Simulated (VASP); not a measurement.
Calculation: LDA (Ceperley-Alder, Perdew-Zunger), VASP's LDA PAW potentials (set 64) (plane waves; VASP 6.6.1).

VASP input:

**INCAR**
```
# general
SYSTEM   =  CsPbCl3
PREC     =  Accurate
ENCUT    =  520
LREAL    =  .False.
LASPH    =  .True.   # aspherical one-centre terms

# electronic loop
EDIFF    =  1E-7   # SCF stop (eV)
NELM     =  100
ALGO     =  Normal
LMAXMIX  =  4   # l cut-off of mixed one-centre charges

# smearing
ISMEAR   =  0
SIGMA    =  0.05

# ions
ISIF     =  2   # forces and stress, cell fixed

# output
LWAVE    =  .False.
LCHARG   =  .False.
```

POSCAR:
```
CsPbCl3
1.0
  5.5828848988   0.0000000000   0.0000000000
  0.0000000000   5.5828848988   0.0000000000
  0.0000000000   0.0000000000   5.5828848988
Cs Pb Cl
1 1 3
Cart
  0.0000000000   0.0000000000   0.0000000000
  2.7914424494   2.7914424494   2.7914424494
  2.7914424494   0.0000000000   2.7914424494
  0.0000000000   2.7914424494   2.7914424494
  2.7914424494   2.7914424494   0.0000000000
```

File KPOINTS:
```
Automatic
0
gamma
 4 4 4
```

POTCAR, in this order: Cs_sv Pb_d Cl (LDA.64 set). Program: vasp_std.

Unless said otherwise, spin-orbit coupling is left out, though it shifts the bands of the heavy elements here.

### Question
Estimate the energy per atom (σ→0), band gap (on the k-mesh).

### Answer

```yaml
energy per atom (σ→0): -3.878 eV/atom
band gap (on the k-mesh): 1.65 eV
```

### OSZICAR
```
...
DAV:   8    -0.193917020485E+02    0.46936E-02   -0.70164E-02   750   0.215E+00    0.263E-01
DAV:   9    -0.193888901131E+02    0.28119E-02   -0.15440E-02   750   0.995E-01    0.108E-01
DAV:  10    -0.193890049353E+02   -0.11482E-03   -0.15073E-03   698   0.274E-01    0.344E-02
DAV:  11    -0.193889818356E+02    0.23100E-04   -0.17232E-04   722   0.892E-02    0.944E-03
DAV:  12    -0.193889808146E+02    0.10210E-05   -0.21096E-05   650   0.573E-02    0.657E-03
DAV:  13    -0.193889804871E+02    0.32756E-06   -0.26854E-06   702   0.964E-03    0.298E-03
DAV:  14    -0.193889804336E+02    0.53496E-07   -0.20698E-07   596   0.488E-03
   1 F= -.19388980E+02 E0= -.19388980E+02  d E =-.769860E-14
```

The compound is CsPbCl3 in the cubic perovskite structure, the ideal cubic form; the compound distorts at low or room temperature. This cell is one point of a volume scan, at 1.03 of the reference volume.
